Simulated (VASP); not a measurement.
# CsLi2 (P-6m2) in VASP: a series of runs

Runs on CsLi2. Level: PBE. Tasks: relaxation of cell and atoms.

Program: VASP 6.6.1. These are calculated values, not measurements. Logs are shortened: lines on timing, memory, paths and dates and some standing lists are left out, and cuts for length are marked.

### 1 Starting point

Symmetry: P-6m2, No. 187, hexagonal system. Conventional cell: a = 3.966 Å, b = 3.966 Å, c = 10.028 Å, α = 90.00°, β = 90.00°, γ = 120.00°. Cs (site symmetry -6m2) is surrounded by 6 Cs at 3.97 Å and 6 Li at 4.18 Å. Li (site symmetry 3m) is surrounded by 1 Li at 3.04 Å.

The cell was built by a generator and needn't be a form met in nature.

### 2 Relaxation of cell and atoms, PBE

Contents of INCAR:

```
PREC = Accurate
ENCUT = 600
EDIFF = 1E-6
ISMEAR = -1
SIGMA = 0.05
LREAL = False
LASPH = True
NELM = 80
ALGO = Fast
ISIF = 3
LWAVE = False
LCHARG = False
GGA = PE
IBRION = 2
NSW = 60
EDIFFG = -0.02
```

Contents of KPOINTS:

```
Automatic mesh
0
Gamma
  8 8 3
```

Contents of POSCAR:

```
CsLi2
1.0
    3.9663300000      0.0000000000      0.0000000000
   -1.9831700000      3.4349500000      0.0000000000
    0.0000000000      0.0000000000     10.0283800000
Cs Li
1 2
Direct
    0.0000000000      0.0000000000      0.0000000000
    0.3333300000      0.6666700000      0.3486300000
    0.3333300000      0.6666700000      0.6513700000
```

Potentials or basis: VASP PAW PBE potentials, release 64 (Cs_sv, Li_sv).

Command:

```sh
cat potpaw_PBE.64/Cs_sv/POTCAR potpaw_PBE.64/Li_sv/POTCAR > POTCAR
mpirun -np 1 vasp_std > vasp.out
```

OUTCAR:

```text
PREC = Accurate
   ENCUT = 600
   EDIFF = 1E-6
   ISMEAR = -1
   LREAL = False
   LASPH = True
   NELM = 80
   ISIF = 3
   GGA = PE
   IBRION = 2
   NSW = 60
   EDIFFG = -0.02

 ion  position               nearest neighbor table
   1  0.000  0.000  0.000-
   2  0.333  0.667  0.349-
   3  0.333  0.667  0.651-

  LATTYP: Found a hexagonal cell.
 ALAT       =     3.9663300000
 C/A-ratio  =     2.5283776186

  Lattice vectors:

 A1 = (   3.9663300000,   0.0000000000,   0.0000000000)
 A2 = (  -1.9831700000,   3.4349500000,   0.0000000000)
 A3 = (   0.0000000000,   0.0000000000,  10.0283800000)

Analysis of symmetry for initial positions (statically):
=====================================================================
 Subroutine PRICEL returns:
 Original cell was already a primitive cell.

 Routine SETGRP: Setting up the symmetry group for a
 hexagonal supercell.

 Subroutine GETGRP returns: Found  4 space group operations
 (whereof  4 operations were pure point group operations)
 out of a pool of 24 trial point group operations.

The static configuration has the point symmetry C_2v.

Analysis of symmetry for dynamics (positions and initial velocities):
=====================================================================
 Subroutine PRICEL returns:
 Original cell was already a primitive cell.

 Routine SETGRP: Setting up the symmetry group for a
 hexagonal supercell.

 Subroutine GETGRP returns: Found  4 space group operations
 (whereof  4 operations were pure point group operations)
 out of a pool of 24 trial point group operations.

The dynamic configuration has the point symmetry C_2v.

 Subroutine INISYM returns: Found  4 space group operations
 (whereof  4 operations are pure point group operations),
 and found     1 'primitive' translations

----------------------------------------------------------------------------------------

                                     Primitive cell

  volume of cell :     136.6281

  direct lattice vectors                    reciprocal lattice vectors
     3.966330000  0.000000000  0.000000000     0.252122239  0.145562893  0.000000000
    -1.983170000  3.434950000  0.000000000     0.000000000  0.291125053  0.000000000
     0.000000000  0.000000000 10.028380000     0.000000000  0.000000000  0.099717003

  length of vectors
     3.966330000  3.966338961 10.028380000     0.291125710  0.291125053  0.099717003
[... 102 lines left out ...]
     AMIX     =   0.40;   BMIX     =  1.00
     AMIX_MAG =   1.60;   BMIX_MAG =  1.00
  volume/ion in A,a.u.               =      45.54       307.34
  Fermi-wavevector in a.u.,A,eV,Ry     =   0.783896  1.481349  8.360689  0.614493
  Thomas-Fermi vector in A             =   1.887918
   LORBIT       =      0    0 simple, 1 ext, 2 COOP (PROOUT), +10 PAW based schemes
   GGA     = PE    functional components
   LHFCALC =     F    Hartree Fock is set to
   AEXX    =    0.0000 exact exchange contribution
   IVDW    =     0    specifies the selected vdW correction
   LEPSILON=     F    determine dielectric tensor
   LRPA    =     F    only Hartree local field effects (RPA)
 conjugate gradient relaxation of ions
 non-spin polarized calculation
 RMM-DIIS sequential band-by-band and
  energy-cutoff  :      600.00
  volume of cell :      136.63
 maximum number of plane-waves:      4579
   NGX = 15   NGY = 15   NGZ = 41

--------------------------------------- Ionic step        1  -------------------------------------------

 number of electron      14.9999995 magnetization

 Free energy of the ion-electron system (eV)
  ---------------------------------------------------
  ext. energy  EPLUGINS =         0.00000000
  ---------------------------------------------------
  free energy    TOTEN  =        -3.43516872 eV

  energy without entropy =       -3.41568671  energy(sigma->0) =       -3.42542771

------------------------ aborting loop because EDIFF is reached ----------------------------------------

  FORCE on cell =-STRESS in cart. coord.  units (eV):
  Direction    XX          YY          ZZ          XY          YZ          ZX
  --------------------------------------------------------------------------------------
  -------------------------------------------------------------------------------------
  Total        0.0113838      0.0113333     -0.1532636     -0.0000438      0.0000000      0.0000000
  in kB        0.1334926      0.1329003     -1.7972544     -0.0005137      0.0000000      0.0000000
  external PRESSURE =      -0.5102872 kB  Pullay stress =       0.0000000 kB
[... 61 lines left out ...]
--------------------------------------- Ionic step        3  -------------------------------------------

 number of electron      14.9999995 magnetization

 Free energy of the ion-electron system (eV)
  ---------------------------------------------------
  ext. energy  EPLUGINS =         0.00000000
  ---------------------------------------------------
  free energy    TOTEN  =        -3.43598575 eV

  energy without entropy =       -3.41748987  energy(sigma->0) =       -3.42673781

 E-fermi :   0.6533     XC(G=0):  -6.4285

 val. band max:        0.6426920270   @ k =   0.3750  -0.0000   0.0000
 cond. band min:       0.6660226909   @ k =   0.5000   0.0000   0.3333
 fundamental gap:      0.0233306639
 Fermi energy:         0.6533384244

 k-point     1 :       0.0000    0.0000    0.0000
  band No.  band energies     occupation
      1     -47.0055      2.00000
      2     -47.0022      2.00000
      3     -23.2742      2.00000
      4     -10.0240      2.00000
      5      -9.3661      2.00000
      6      -9.3661      2.00000
      7      -1.7084      2.00000
      8      -0.1821      2.00000
      9       0.0217      1.99999
     10       1.7443      0.00000
     11       3.8615      0.00000
[... 309 lines left out ...]
 k-point    24 :      -0.1250    0.1250    0.3333
  band No.  band energies     occupation
      1     -47.0054      2.00000
      2     -47.0021      2.00000
      3     -23.2444      2.00000
      4      -9.9796      2.00000
      5      -9.6332      2.00000
      6      -9.4215      2.00000
      7      -1.3146      2.00000
      8      -0.6808      2.00000
      9       1.0403      0.00087
     10       1.7621      0.00000
     11       3.3106      0.00000

 [... further k-points ...]

------------------------ aborting loop because EDIFF is reached ----------------------------------------

  FORCE on cell =-STRESS in cart. coord.  units (eV):
  Direction    XX          YY          ZZ          XY          YZ          ZX
  --------------------------------------------------------------------------------------
  -------------------------------------------------------------------------------------
  Total       -0.0018773     -0.0018295     -0.0055764      0.0000414      0.0000000      0.0000000
  in kB       -0.0222008     -0.0216360     -0.0659469      0.0004892      0.0000000      0.0000000
  external PRESSURE =      -0.0365946 kB  Pullay stress =       0.0000000 kB
[... 18 lines left out ...]
  FREE ENERGIE OF THE ION-ELECTRON SYSTEM (eV)
  ---------------------------------------------------
  free  energy   TOTEN  =        -3.4359857452 eV

  energy  without entropy=       -3.4174898666  energy(sigma->0) =       -3.42673781

 reached required accuracy - stopping structural energy minimisation
```

OSZICAR:

```text
N       E                     dE             d eps       ncg     rms          rms(c)
DAV:   1     0.831062673487E+02    0.83106E+02   -0.65380E+03   924   0.124E+03
DAV:   2     0.911169392502E+01   -0.73995E+02   -0.70848E+02  1350   0.203E+02
DAV:   3    -0.705409589924E+00   -0.98171E+01   -0.96946E+01  1116   0.710E+01
DAV:   4    -0.348859271011E+01   -0.27832E+01   -0.27635E+01  1827   0.265E+01
[... 40 lines left out ...]
RMM:   7    -0.343597923401E+01   -0.35555E-05   -0.48978E-05  1183   0.502E-02    0.234E-03
RMM:   8    -0.343598236730E+01   -0.31333E-05   -0.28770E-05  1043   0.387E-02    0.346E-03
RMM:   9    -0.343598388058E+01   -0.15133E-05   -0.16682E-05   965   0.313E-02    0.467E-03
RMM:  10    -0.343598492708E+01   -0.10465E-05   -0.11020E-05   901   0.264E-02    0.375E-03
RMM:  11    -0.343598574523E+01   -0.81815E-06   -0.77005E-06   837   0.228E-02
   3 F= -.34359857E+01 E0= -.34267378E+01  d E =-.817025E-03
```

CONTCAR:

```text
CsLi2
   1.00000000000000
     3.9692343272801942   -0.0000111762764387    0.0000000000000000
    -1.9846318462616617    3.4374596536017195    0.0000000000000000
     0.0000000000000000    0.0000000000000000    9.9295156473423578
  Cs              Li
     1     2
Direct
     0.9999984887057071    0.0000015112942910    0.0000000000000000
     0.3333307556471430    0.6666692443528579    0.3487887615391268
     0.3333307556471430    0.6666692443528579    0.6512112384608733

  0.00000000E+00  0.00000000E+00  0.00000000E+00
  0.00000000E+00  0.00000000E+00  0.00000000E+00
  0.00000000E+00  0.00000000E+00  0.00000000E+00
```

Wall time 3 min (1 thread of Intel Xeon Platinum 8488C (Sapphire Rapids), shared host); peak memory 0.32 GiB.

Results:

```yaml
Free_energy: -3.4360 eV
Relaxed_volume: 45.16 Å³/atom
Relaxed_cell: a = 3.969 Å, b = 3.969 Å, c = 9.930 Å, α = 90.00°, β = 90.00°, γ = 120.00°
Space_group_after_relaxing_to_0.05_Å: P-6m2 (No. 187)
Energy_gained_by_relaxing: 0.3 meV/atom
Ionic_steps: 3
Pressure_after_relaxing: 0.0 GPa
Largest_force_after_relaxing: 0.006 eV/Å
Band_gap_on_the_k_mesh: none (metal or under the smearing width)
```

Forces in eV/Å, atoms in the order of the input:
```
Cs   0.000  0.000  0.000
Li   0.000  0.000  0.006
Li   0.000  0.000 -0.006
```

Step by step:
| step | energy change (eV) | largest force (eV/Å) | pressure (GPa) | volume (Å³) |
| --- | --- | --- | --- | --- |
| 1 | 0.0000 | 0.0082 | -0.05 | 136.63 |
| 2 | -0.0003 | 0.0083 | -0.04 | 136.34 |
| 3 | -0.0008 | 0.0064 | 0.00 | 135.48 |

Final structure:
```
Cs Li
1.0
     3.96923   -0.00001    0.00000
    -1.98463    3.43746    0.00000
     0.00000    0.00000    9.92952
Cs Li
1 2
Cartesian
  3.9692 0.0000 0.0000
  0.0000 2.2916 3.4633
  0.0000 2.2916 6.4662
```

Caveat: the cutoff is under 1.25 times the usual one of these potentials, so pressure, stress and relaxed cells hold a basis-set (Pulay) error. The run has no spin-orbit coupling, so splittings on Cs are missing.

### 3 Relaxation of cell and atoms, PBE

INCAR is that of step 2.

KPOINTS is that of step 2.

POSCAR is that of step 2.

Potentials or basis: VASP PAW PBE potentials, release 64 (Cs_sv, Li).

Command:

```sh
cat potpaw_PBE.64/Cs_sv/POTCAR potpaw_PBE.64/Li/POTCAR > POTCAR
mpirun -np 1 vasp_std > vasp.out
```

It took 6.5 min on 1 thread of Intel Xeon Platinum 8488C (Sapphire Rapids), shared host; peak memory 0.34 GiB.

The run converged. Its results:

```
Free energy                            : -3.4274 eV
Relaxed volume                         : 45.46 Å³/atom
Relaxed cell                           : a = 3.976 Å, b = 3.976 Å, c = 9.963 Å, α = 90.00°, β = 90.00°, γ = 120.00°
Space group after relaxing (to 0.05 Å) : P-6m2 (No. 187)
Energy gained by relaxing              : 5.3 meV/atom
Ionic steps                            : 21
Pressure after relaxing                : 0.0 GPa
Largest force after relaxing           : 0.006 eV/Å
Band gap on the k mesh                 : none (metal or under the smearing width)
```

Forces in eV/Å, atoms in the order of the input:
```
Cs   0.000  0.000  0.000
Li   0.000  0.000  0.006
Li   0.000  0.000 -0.006
```

The path:
```csv
step,energy change (eV),largest force (eV/Å),pressure (GPa),volume (Å³)
1,0.0000,0.0173,0.13,136.63
2,-0.0143,0.0082,-0.04,137.38
3,-0.0143,0.0081,-0.05,137.37
4,-0.0147,0.0080,-0.03,137.08
5,-0.0150,0.0078,-0.02,136.85
6,-0.0151,0.0078,-0.02,136.74
7,-0.0151,0.0077,-0.02,136.68
8,-0.0151,0.0076,-0.02,136.66
9,-0.0152,0.0076,-0.02,136.64
10,-0.0152,0.0076,-0.02,136.64
11,-0.0152,0.0076,-0.02,136.63
12,-0.0152,0.0076,-0.02,136.63
13,-0.0152,0.0077,-0.01,136.63
14,-0.0152,0.0077,-0.01,136.63
15,-0.0152,0.0077,-0.01,136.63
16,-0.0152,0.0077,-0.01,136.63
17,-0.0152,0.0077,-0.01,136.63
18,-0.0152,0.0077,-0.01,136.63
19,-0.0152,0.0077,-0.01,136.63
20,-0.0154,0.0074,-0.01,136.57
21,-0.0158,0.0063,0.01,136.38
```

Final structure:
```yaml
crystal:
  lattice:
    - [3.97579, 0.00000, 0.00000]
    - [-1.98790, 3.44314, 0.00000]
    - [0.00000, 0.00000, 9.96295]
  atoms:
    - { symbol: Cs, position: [0.00000, 0.00000, 0.00000] }
    - { symbol: Li, position: [0.33333, 0.66667, 0.34875] }
    - { symbol: Li, position: [0.33333, 0.66667, 0.65125] }
```

Levels at points of the mesh, in eV from the Fermi level:
```csv
k point,band 3,band 4,band 5,band 6,band 7,band 8,band 9
"(0.00, 0.00, 0.00)",-10.03,-10.03,-2.36,-0.84,-0.64,1.09,3.20
"(0.50, 0.00, 0.00)",-10.38,-10.36,-0.15,0.11,0.52,0.99,1.79
"(0.50, 0.50, 0.00)",-10.38,-10.36,-0.15,0.11,0.52,0.99,1.79
```

(Part 1 of 2 ends here.)
